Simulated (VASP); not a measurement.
OSZICAR of a VASP run on Ta₂N (relaxed from the CdI2 structure, space group P-3m1):

File OSZICAR:
```
       N       E                     dE             d eps       ncg     rms          rms(c)
DAV:   1     0.207029014843E+03    0.20703E+03   -0.15129E+04   952   0.158E+03
DAV:   2    -0.281458113268E+02   -0.23517E+03   -0.23226E+03  1086   0.433E+02
DAV:   3    -0.375078338134E+02   -0.93620E+01   -0.90834E+01  1343   0.737E+01
DAV:   4    -0.376435771122E+02   -0.13574E+00   -0.13372E+00  1144   0.736E+00
DAV:   5    -0.376464476201E+02   -0.28705E-02   -0.28529E-02  1339   0.763E-01    0.267E+01
DAV:   6    -0.347762109545E+02    0.28702E+01   -0.21996E+01  1178   0.296E+01    0.128E+01
DAV:   7    -0.344303678248E+02    0.34584E+00   -0.24061E+00  1069   0.983E+00    0.691E+00
DAV:   8    -0.343772716449E+02    0.53096E-01   -0.30063E-01  1128   0.476E+00    0.527E-01
DAV:   9    -0.343720616332E+02    0.52100E-02   -0.56905E-02  1253   0.146E+00    0.264E-01
DAV:  10    -0.343716405151E+02    0.42112E-03   -0.10952E-02  1208   0.745E-01    0.977E-02
DAV:  11    -0.343714221037E+02    0.21841E-03   -0.19745E-03  1095   0.258E-01    0.281E-02
DAV:  12    -0.343714207611E+02    0.13426E-05   -0.11314E-04  1207   0.786E-02    0.584E-03
DAV:  13    -0.343714199003E+02    0.86077E-06   -0.36924E-06  1205   0.168E-02
   1 F= -.34371420E+02 E0= -.34370433E+02  d E =-.197338E-02
```

Q: Which electronic solver shows in the log?

A: It is blocked Davidson (ALGO = Normal, or the opening steps of other solvers). The INCAR had ALGO = Normal.

Q: Can the final energy be trusted as converged?

A: Self-consistency was reached. It stopped with EDIFF = 1E-6, NELM = 100 (PBE GGA, plane waves, VASP's PBE PAW potentials (set 64)).

The structure was generated: Ta2N was put into the CdI2 type (P-3m1), which need not be its known phase. It was relaxed first, which changed the volume by +20 %. The k-mesh is coarse (spacing up to 0.33 per Å, 2π included), so the numbers may not be converged in it. The electron count is odd and the run is not spin-polarised, which forces a metal.
